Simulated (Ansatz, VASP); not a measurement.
# Cross-check of Zn (Zinc) between VASP and Ansatz

Aim: how closely do two programs agree when they are given the same cell, functional and k mesh? The structure shown is the end of the Ansatz relaxation below.

Program: Ansatz 0.2.0. Level of theory: plane waves, with VASP 6.6.1 beside it; single point at LDA. Results are calculated unless marked as measured.

## Step 1: The structure

Symmetry: P6_3/mmc, No. 194, hexagonal system. The conventional cell has a = 2.529 Å, b = 2.529 Å, c = 4.741 Å, α = 90.00°, β = 90.00°, γ = 120.00°. Nearest to Zn lie 12 Zn at 2.53 to 2.78 Å.

## Step 2: Ansatz: relaxation, LDA

Ansatz runs on its PAW soft_1 files.

This run makes the geometry at which the two programs are then compared.

input.yaml reads:

```yaml
crystal:
  lattice:
    - [2.5226465627, 0.0, 0.0]
    - [-1.2613232814, 2.1846760081, 0.0]
    - [0.0, 0.0, 4.7633070666]
  atoms:
    - { symbol: Zn, position: [0.3333333333, 0.6666666667, 0.25] }
    - { symbol: Zn, position: [0.6666666667, 0.3333333333, 0.75] }
kpoints:
  mp_grid: { grid: [18, 18, 10] }
hamiltonian:
  xc: lda
  pseudopotentials: { kind: paw, azcp: { folder: soft_1 }, xc_functional: pbe }
scf:
  occupations: { method: methfessel_paxton, width: 0.2 }
output:
  forces: true
  stress: true
  eigenvalues: true
relax:
  adjacent_minimum: "off"
  f_tol: 0.001
  max_steps: 60
  cell: { stress_tol: 0.01, fix: [volume] }
```

Started as:

```
> ansatz run input.yaml --threads 4 --pin off --max-ram 10240MiB --backend cpu --events-out ev --progress --plain --runs-dir out
```

Numbers of over 12 decimals in the logs are rounded to 6 here.

Log:

```text
Engine: ansatz 0.2.0, aarch64-unknown-linux-gnu
Pseudopotentials: kind: paw
Pseudopotential: Zn, paw, valence charge 12, recommended cutoff 420 eV (normal), soft_1/Zn.paw.azcp
Functional definition: SPW92
  exchange = slater_x
  correlation = pw_c
Crystal: 2 atoms, lattice volume = 26.251 Å³
Basis set: ecut = 420 eV, 525 PW (Γ)
Bands: 16, of which v1, the nominal top of the filled ones, is band 12 counted from 1 (11 counted from 0)
Symmetry: 24 space group operations
Space group: P63/mmc (ITA 194), of the structure as read, at distance tolerance 3.0e-5 Å
k-points: 222 of 3240
Non-local potential: Zn, projectors of the file, l = 0: 2, l = 1: 2, l = 2: 3, l = 3: 1
PAW form: soft (Blöchl's): semilocal exchange-correlation on the pseudo side does not see the compensation charge
PAW frozen core: Zn, regenerated for the run's functional, and the local potential with it (the file was generated under x = pbe(κ = 0.804, μ = 0.219515), c = pbe(β = 0.066725))
PAW one-centre angular grid: Zn, 590 points (default); XC on 64 Gauss nodes
Initial density: superposition of atomic densities (chi_scale 0.1, normalization cell)
Initial wavefunctions: pseudopotential atomic-orbital guess
Functional: x = slater, c = lda
SCF iter   1: F=—  HF=-6492.869339 eV  |F-HF|=—  |Δ(HF+E_count)|=         —  Δρ=7.83e-2  dr2=1.13e0  ethr=3.10e-3  ⟨swp⟩=5.7  Hψ=21212  notcnv=0
preconditioner: auto → none  [insulator: Δε(μ)=0.142 eV  Ē_g=13.416 eV  σ=0.200 eV  W_gap=0.54  n_scr=4 (ndim 8)  ℏωp=35.5 eV  f_vac=0.000  D(μ)=0.15/eV (n_scr^D=0)  ε∞_Penn≈8.0]
SCF iter   2: F=—  HF=-6492.656570 eV  |F-HF|=—  |Δ(HF+E_count)|=   2.13e-1  S|Δr|=    0.00e0  Δρ=5.19e-2  dr2=2.65e-1  ethr=3.10e-3  ⟨swp⟩=2.0  Hψ=8875  notcnv=0  defer=3
SCF iter   3: F=—  HF=-6492.521220 eV  |F-HF|=—  |Δ(HF+E_count)|=   1.35e-1  S|Δr|=    0.00e0  Δρ=1.04e-2  dr2=1.72e-2  ethr=1.10e-3  ⟨swp⟩=2.0  Hψ=8711  notcnv=0  defer=3
SCF iter   4: F=—  HF=-6492.517633 eV  |F-HF|=—  |Δ(HF+E_count)|=   3.59e-3  S|Δr|=    0.00e0  Δρ=2.96e-3  dr2=6.61e-4  ethr=7.16e-5  ⟨swp⟩=2.8  Hψ=6536  notcnv=0  defer=3
SCF iter   5: F=—  HF=-6492.518040 eV  |F-HF|=—  |Δ(HF+E_count)|=   4.07e-4  S|Δr|=    0.00e0  Δρ=8.67e-4  dr2=1.00e-4  ethr=2.75e-6  ⟨swp⟩=2.3  Hψ=6206  notcnv=0  defer=3
SCF iter   6: F=—  HF=-6492.518019 eV  |F-HF|=—  |Δ(HF+E_count)|=   2.09e-5  S|Δr|=    0.00e0  Δρ=7.72e-5  dr2=9.06e-7  ethr=4.17e-7  ⟨swp⟩=2.6  Hψ=6284  notcnv=0  defer=3
SCF iter   7: F=—  HF=-6492.518018 eV  |F-HF|=—  |Δ(HF+E_count)|=   1.02e-6  S|Δr|=    0.00e0  Δρ=1.12e-6  dr2=1.30e-10  ethr=4.17e-10  ⟨swp⟩=6.8  Hψ=18936  notcnv=0
SCF iter   8: F=-6492.518018 eV  HF=-6492.518018 eV  |F-HF|=0.00e0  |Δ(HF+E_count)|=  3.64e-12  S|Δr|=    0.00e0  Δρ=5.17e-8  dr2=3.30e-13  ethr=1.00e-12  ⟨swp⟩=1.0  Hψ=8014  notcnv=0
SCF 1 converged in 8 iterations: F = -6492.518018 eV  dr2 = 3.30e-13
  greatest PAW one-centre occupation: 0.981 electrons in one spin orbital (limit 2), on the Zn atom at site 1 (counted from 0), in its partial waves of l = 2
relax step   1: F+E_penalty+E_count = -6492.51801826 eV  Δ(F+E_penalty+E_count) = +0.000e0 eV  max|allowed force component| = 1.388e-16 eV/Å  Δτ_max = 0.0000 Å  P = +4.468 GPa  Ω = 26.251 Å³  fix = [volume]  reactions: volume +4.468 GPa  (8 SCF iters, dr2 threshold 1.00e-7 eV, accepted)
[...]
relax step   2: F+E_penalty+E_count = -6492.51830568 eV  Δ(F+E_penalty+E_count) = -2.874e-4 eV  max|allowed force component| = 2.128e-16 eV/Å  Δτ_max = 0.0000 Å  P = +4.354 GPa  Ω = 26.251 Å³  energy of the carried Pulay correction = -9.106e-6 eV  fix = [volume]  reactions: volume +4.354 GPa  (4 SCF iters, dr2 threshold 2.00e-7 eV, accepted)
[...]
relax step   3: F+E_penalty+E_count = -6492.51843013 eV  Δ(F+E_penalty+E_count) = -1.244e-4 eV  max|allowed force component| = 2.405e-16 eV/Å  Δτ_max = 0.0000 Å  P = +4.215 GPa  Ω = 26.251 Å³  energy of the carried Pulay correction = -2.067e-5 eV  fix = [volume]  reactions: volume +4.215 GPa  (4 SCF iters, dr2 threshold 2.00e-7 eV, accepted)
[...]
relax step   4: F+E_penalty+E_count = -6492.51845144 eV  Δ(F+E_penalty+E_count) = -2.131e-5 eV  max|allowed force component| = 1.850e-16 eV/Å  Δτ_max = 0.0000 Å  P = +4.215 GPa  Ω = 26.251 Å³  fix = [volume]  reactions: volume +4.215 GPa  stress off target by 6.06e-3 GPa on what of the cell is left free  SCF on the basis re-selected at this cell (its energy is not comparable with the rows above)  (5 SCF iters)
basis re-selected at this cell: Δ(F+E_penalty+E_count) = -2.131e-5 eV, ΔP = -0.001 GPa vs the last step (what re-selecting the basis moved, of the pressure what is left beyond the Pulay correction that the steps carried, after the strain that the cell walked since its last selection, with what the two solves' SCF thresholds leave and, on support functions, any second-order correction that the steps lacked; it is no m [...]
SCF converged after 5 iterations
Stability not checked: this state was not tested for a lower state beside it, because cold or Methfessel-Paxton smearing, or corrected tetrahedra, fill the levels in a way that the test cannot read (fill_not_monotonic; see scf.lower_state_search)
Free energy (F): -6492.518451 eV
Harris-Foulkes:  -6492.518451 eV  (|F-HF|=3.64e-12)
Internal energy: -6492.520247 eV  (E = F + TS)
E sigma→0 (E₀):  -6492.518900 eV
Entropy (-TS):   0.001796 eV (0.898 meV/atom)
Fermi energy:    13.002232 eV
--- Per-component energies (eV) ---
  E_band       = 131.697074
  E_kinetic    = 300.670995
  E_local      = -3334.141500  (includes V_loc(G=0)·N_el)
  E_nonlocal   = 1636.629233
  E_hartree    = 1236.664826
  E_xc         = -158.639877
  E_vxc        = -107.265868  (∫ρ·V_xc dr)
  E_paw        = -3645.802497  (= ΣΔE_a)
  E_vpaw       = -837.524887  (= ΣTr[D̂ρ^β])
  E_aug_tail   = -0.000505  (compensation charges beyond the density's cutoff)
  E_ewald      = -2531.015211
  E_core_change = 3.114287  (= ΣΔE_core)
  E_smearing   = 0.001796  (= −TS)
  E_closure    = 0.000000  (closes the sum)
  Σ components = -6492.518451   (vs F -6492.518451, Δ=0.00e0)
--- Forces (eV/Å), atoms counted from 1 ---
  atom   1  Zn     0.00000000     0.00000000     0.00000000
  atom   2  Zn    -0.00000000    -0.00000000     0.00000000
  max |Σ_I F_I| component: 3.70e-17 eV/Å
--- Stress (GPa, compression-positive) ---
        4.217680       0.000000       0.000000
        0.000000       4.217680       0.000000
        0.000000       0.000000       4.208588
  P = ⅓ Tr σ = 4.2146 GPa (42.146 kbar)
--- Band table (eV; the first three rows and the last of 222) ---
  k-point 0: bands = [... 8 lower, 5.3181, 5.5809, 5.5809, 8.5124, 9.8804, 27.3693, 31.3250, 32.3686]
  k-point 1: bands = [... 8 lower, 5.3270, 5.5764, 5.5764, 7.7244, 10.8160, 26.1968, 32.4365, 32.4365]
  k-point 2: bands = [... 8 lower, 5.3518, 5.5627, 5.5627, 6.6573, 12.3348, 24.1254, 32.6373, 32.6373]
  k-point 221: bands = [... 8 lower, 5.5644, 5.5644, 13.9275, 13.9275, 14.8888, 14.8888, 15.7112, 15.7112]
--- Relaxed structure (3 steps of the walk, 3 accepted, 1 SCFs on fresh bases) ---
  F+E_penalty+E_count = -6492.51845144 eV   max|allowed force component| = 1.850e-16 eV/Å   (the final SCF, on the basis selected at the relaxed cell)
  cell:  # Å, volume = 26.2514 Å³
    - [2.528598, 2.8935640881697097e-11, 0.0]
    - [-1.264299, 2.189830, 0.0]
    - [0.0, 0.0, 4.740912]
  atoms:
    - { symbol: Zn, position: [0.333333, 0.666667, 0.250000] }
    - { symbol: Zn, position: [0.666667, 0.333333, 0.75] }
```

Reading the cycles: dr2 is the Hartree energy of the density residual (eV), the measure of convergence; HF is the Harris–Foulkes estimate of the energy, which meets the free energy F at convergence.

## Step 3: VASP: single point, LDA, pair 1

The same cell, functional (in two slightly different forms), mesh and smearing now go to VASP, with its own data sets.

Lines of VASP's logs that name or quote its potential files are left out, and so is its time.

INCAR reads:

```
SYSTEM = Zn
PREC = Accurate
ENCUT = 500
EDIFF = 1E-06
NELM = 120
ISMEAR = 1
SIGMA = 0.2
LREAL = .FALSE.
ALGO = Normal
GGA = CA
NBANDS = 18
LORBIT = 11
LWAVE = .FALSE.
LCHARG = .FALSE.
ISIF = 2
LASPH = .TRUE.
GGA_COMPAT = .FALSE.
KPAR = 2
```

POSCAR reads:

```
Zn
1.0
    2.5285978416      0.0000000000      0.0000000000
   -1.2642989208      2.1898299668      0.0000000000
    0.0000000000      0.0000000000      4.7409117226
Zn
2
Direct
    0.3333333333      0.6666666667      0.2500000000
    0.6666666667      0.3333333333      0.7500000000
```

KPOINTS reads:

```
Automatic mesh
0
Gamma
18 18 10
0 0 0
```

PAW data sets: Zn (LDA family, release 64).

Started as:

```
> mpirun -np 2 vasp_std
```

Log:

```text
[banner, memory and clock lines left out]
running    2 mpi-ranks, on    1 nodes
 distrk:  each k-point on    1 cores,    2 groups
 distr:  one band on    1 cores,    1 groups

 POSCAR found type information on POSCAR Zn
 POSCAR found :  1 types and       2 ions
 LDA part: xc-table for (Slater(with rela. corr.)+CA(PZ))
 , standard interpolation
 POSCAR, INCAR and KPOINTS ok, starting setup
 FFT: planning ... GRIDC
 FFT: planning ... GRID_SOFT
 FFT: planning ... GRID
 WAVECAR not read
 entering main loop
       N       E                     dE             d eps       ncg     rms          rms(c)
DAV:   1     0.103094804330E+03    0.10309E+03   -0.12181E+04  8360   0.214E+03
DAV:   2     0.413065565544E-02   -0.10309E+03   -0.10028E+03  8036   0.296E+02
DAV:   3    -0.407052528410E+01   -0.40747E+01   -0.40613E+01  8954   0.673E+01
DAV:   4    -0.409103164741E+01   -0.20506E-01   -0.20501E-01  8858   0.478E+00
DAV:   5    -0.409105716238E+01   -0.25515E-04   -0.25515E-04  8664   0.150E-01    0.565E+00
DAV:   6    -0.377588330264E+01    0.31517E+00   -0.11770E+00  8644   0.247E+01    0.387E+00
DAV:   7    -0.375081388552E+01    0.25069E-01   -0.49128E-02 10206   0.402E+00    0.192E+00
DAV:   8    -0.374004499919E+01    0.10769E-01   -0.31747E-03 11184   0.847E-01    0.566E-02
DAV:   9    -0.374000923474E+01    0.35764E-04   -0.29150E-04 10422   0.209E-01    0.290E-02
DAV:  10    -0.374001186156E+01   -0.26268E-05   -0.19387E-05  8784   0.412E-02    0.255E-03
DAV:  11    -0.374001185005E+01    0.11508E-07   -0.62228E-07  5298   0.945E-03
   1 F= -.37400119E+01 E0= -.37406202E+01  d E =0.182502E-02
```

OUTCAR, selected parts (step 3):

```text
ion  position               nearest neighbor table
   1  0.333  0.667  0.250-   2 2.78   2 2.78   2 2.78   2 2.78   2 2.78   2 2.78
   2  0.667  0.333  0.750-   1 2.78   1 2.78   1 2.78   1 2.78   1 2.78   1 2.78

  LATTYP: Found a hexagonal cell.
 ALAT       =     2.5285978416
 C/A-ratio  =     1.8749172544

 Subroutine GETGRP returns: Found 24 space group operations
 (whereof 12 operations were pure point group operations)

The static configuration has the point symmetry D_3d.
 The point group associated with its full space group is D_6h.

 Found    222 irreducible k-points:

   k-points           NKPTS =    222   k-points in BZ     NKDIM =    222   number of bands    NBANDS=     18

   dimension x,y,z NGX =    18 NGY =   18 NGZ =   36
   dimension x,y,z NGXF=    36 NGYF=   36 NGZF=   72

   ENCUT  =  500.0 eV  36.75 Ry    6.06 a.u.   4.61  4.61  8.64*2*pi/ulx,y,z

   NELECT =      24.0000    total number of electrons

 k-points in reciprocal lattice and weights: Automatic mesh
   0.00000000  0.00000000  0.00000000       0.000
   0.05555556 -0.00000000  0.00000000       0.002
   0.11111111 -0.00000000  0.00000000       0.002
   0.16666667 -0.00000000  0.00000000       0.002
   0.22222222 -0.00000000  0.00000000       0.002
   0.27777778 -0.00000000  0.00000000       0.002
   0.33333333 -0.00000000  0.00000000       0.002
   0.38888889 -0.00000000  0.00000000       0.002
   0.44444444 -0.00000000  0.00000000       0.002
[...]
0.33333333  0.27777778  0.50000000       0.004
   0.33333333  0.33333333  0.50000000       0.001

 average (electrostatic) potential at core
       1 -37.2756       2 -37.2756

 E-fermi :   4.0760

 k-point     1 :       0.0000    0.0000    0.0000
  band No.  band energies     occupation
    ...
      9      -3.6527      2.00000
     10      -3.3913      2.00000
     11      -3.3913      2.00000
     12      -0.4134      2.00000
     13       0.9470      2.00000
     14      18.5780      0.00000
     15      22.6455      0.00000
     16      23.5770      0.00000
     17      23.5770      0.00000
     18      24.7737      0.00000

 k-point     2 :       0.0556   -0.0000    0.0000
  band No.  band energies     occupation
    ...
      9      -3.6641      2.00000
     10      -3.4766      2.00000
     11      -3.3900      2.00000
     12      -0.2230      2.00000
     13       0.9926      2.00000
     14      18.6961      0.00000
     15      21.4777      0.00000
     16      22.4987      0.00000
     17      22.6706      0.00000
     18      23.9344      0.00000

 k-point     3 :       0.1111   -0.0000    0.0000
  band No.  band energies     occupation
    ...
      9      -3.6954      2.00000
     10      -3.6426      2.00000
     11      -3.3876      2.00000
     12       0.2915      2.00000
     13       1.1369      2.00000
     14      18.5728      0.00000
     15      19.0395      0.00000
     16      20.9868      0.00000
     17      22.4560      0.00000
     18      23.0986      0.00000

  Total        0.8561179      0.8561179      0.7807754      0.0000000     -0.0000000      0.0000000
  in kB       52.2507020     52.2507020     47.6523893      0.0000000     -0.0000000      0.0000000
  external PRESSURE =      50.7179311 kB  Pullay stress =       0.0000000 kB

  energy-cutoff  :      500.00
  volume of cell :       26.25
      direct lattice vectors                 reciprocal lattice vectors
     2.528597842  0.000000000  0.000000000     0.395476095  0.228328230  0.000000000
    -1.264298921  2.189829967  0.000000000     0.000000000  0.456656460  0.000000000
     0.000000000  0.000000000  4.740911723     0.000000000  0.000000000  0.210929892

 POSITION                                       TOTAL-FORCE (eV/Angst)
 -----------------------------------------------------------------------------------
     -0.00000      1.45989      1.18523        -0.000000      0.000000      0.000000
      1.26430      0.72994      3.55568         0.000000     -0.000000      0.000000
 -----------------------------------------------------------------------------------
    total drift:                               -0.000000      0.000000      0.000000

  FREE ENERGIE OF THE ION-ELECTRON SYSTEM (eV)
  ---------------------------------------------------
  free  energy   TOTEN  =        -3.7400118500 eV

  energy  without entropy=       -3.7418368720  energy(sigma->0) =       -3.74062019

 total charge
# of ion       s       p       d       tot
------------------------------------------
    1        0.626   0.567   9.732  10.925
    2        0.626   0.567   9.732  10.925
--------------------------------------------------
tot          1.252   1.134  19.464  21.850

[... 3 further parts left out ...]
```

The run ends at a pressure of 5.07 GPa.

## Step 4: Comparison

Known differences besides the potentials themselves: the two LDA forms differ slightly; the cutoff is 420 eV in Ansatz and 500 eV in VASP; VASP's log shows a relativistic correction to its local exchange, Ansatz's none; Ansatz's pressure holds a Pulay correction, VASP's none. Total energies have different zeros and are not compared.

The two programs side by side:

```tsv
quantity	Ansatz	VASP	difference
pressure (GPa)	4.21	5.07	-0.86
```

## Step 5: Ansatz: relaxation, LDA

This run makes the geometry at which the two programs are then compared. The cell compared in this pair holds 26.80 Å³, against 26.25 Å³ for the pair before.

The structure compared here is the end of the Ansatz relaxation.

Changes to input.yaml since step 2:

```diff
@@ -2,5 +2,5 @@
   lattice:
-    - [2.5226465627, 0.0, 0.0]
-    - [-1.2613232814, 2.1846760081, 0.0]
-    - [0.0, 0.0, 4.7633070666]
+    - [2.5332088065, 0.0, 0.0]
+    - [-1.2666044033, 2.1938231795, 0.0]
+    - [0.0, 0.0, 4.8220783081]
   atoms:
```

Started as:

```
> ansatz run input.yaml --threads 4 --pin off --max-ram 10240MiB --backend cpu --events-out ev --progress --plain --runs-dir out
```

Log:

```text
[...]
Crystal: 2 atoms, lattice volume = 26.798 Å³
Basis set: ecut = 420 eV, 527 PW (Γ)
Bands: 16, of which v1, the nominal top of the filled ones, is band 12 counted from 1 (11 counted from 0)
Symmetry: 24 space group operations
[...]
k-points: 222 of 3240
[...]
k-point 221: bands = [... 8 lower, 5.2433, 5.2433, 13.6165, 13.6165, 14.5438, 14.5438, 15.3050, 15.3050]
--- Relaxed structure (3 steps of the walk, 3 accepted, 1 SCFs on fresh bases) ---
[...]
cell:  # Å, volume = 26.7983 Å³
    - [2.540045, 2.894541661762502e-11, 0]
    - [-1.270022, 2.199743, 0]
    - [0, 0, 4.796158]
  atoms:
    - { symbol: Zn, position: [0.333333, 0.666667, 0.25] }
    - { symbol: Zn, position: [0.666667, 0.333333, 0.750000] }
[key lines of the parts left out:]
SCF converged after 6 iterations
Free energy (F): -6492.528903 eV
Fermi energy:    12.608143 eV
P = ⅓ Tr σ = 1.9577 GPa (19.577 kbar)
```

## Step 6: VASP: single point, LDA, pair 2

The same cell, functional (in two slightly different forms), mesh and smearing now go to VASP, with its own data sets.

INCAR is that of step 3.

POSCAR reads:

```
Zn
1.0
    2.5400446750      0.0000000000      0.0000000000
   -1.2700223375      2.1997432153      0.0000000000
    0.0000000000      0.0000000000      4.7961584982
Zn
2
Direct
    0.3333333333      0.6666666667      0.2500000000
    0.6666666667      0.3333333333      0.7500000000
```

KPOINTS is that of step 3.

Started as:

```
> mpirun -np 2 vasp_std
```

Log:

```text
[... set-up lines as in an earlier step ...]
 entering main loop
       N       E                     dE             d eps       ncg     rms          rms(c)
DAV:   1     0.104023496680E+03    0.10402E+03   -0.12196E+04  8312   0.214E+03
DAV:   2     0.769286040904E-01   -0.10395E+03   -0.10111E+03  8026   0.296E+02
DAV:   3    -0.406984178385E+01   -0.41468E+01   -0.41327E+01  9018   0.678E+01
DAV:   4    -0.409078640256E+01   -0.20945E-01   -0.20940E-01  8850   0.491E+00
[...]
DAV:   9    -0.375296309911E+01    0.34490E-04   -0.29803E-04 10316   0.210E-01    0.296E-02
DAV:  10    -0.375296597973E+01   -0.28806E-05   -0.19571E-05  8736   0.408E-02    0.258E-03
DAV:  11    -0.375296596132E+01    0.18412E-07   -0.64996E-07  5312   0.102E-02
   1 F= -.37529660E+01 E0= -.37533402E+01  d E =0.112263E-02
```

[end of part 1 of 2]

[Lines on the potential files, build, host, timing and source positions are cut from VASP's logs without a mark.]

[Logs are printed without paths, hosts, clocks, repeated set-up lines and the standing remarks that a program may print on its own settings, such as how far it seeks lower states.]

[Hosts, paths, dates, database ids (printed as entryN), source tags and the programs' standing remarks are cut or masked in the printed files.]
